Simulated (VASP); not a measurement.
Consider the following.

```
CELL_PARAMETERS angstrom
      0.00000     2.67093     2.67093
      2.67093     0.00000     2.67093
      2.67093     2.67093     0.00000
ATOMIC_POSITIONS crystal
  Si 0.00000 0.00000 0.00000
  Si 0.25000 0.25000 0.25000
```

Method: PBE GGA with D3 dispersion (zero damping), VASP's PBE PAW potentials (set 64) (plane waves; VASP 6.6.1). Run with 520 eV cut-off, 8×8×8 Γ-centred mesh, Gaussian smearing of 0.050 eV, potentials Si.

**Question.** The job: Si (diamond), 2 atoms, PBE-D3 (zero damping), static run, 520 eV, 8×8×8 Γ-centred mesh. Roughly how much core time does it take on a busy server core?

**Answer.** About 6 core-seconds (one run on a shared machine, a rough figure). It had 29 irreducible k-points, 8 bands, up to 1036 plane waves and 13 electronic steps.

The compound is Si in the diamond structure. This cell is one point of a volume scan, at 0.94 of the reference volume.
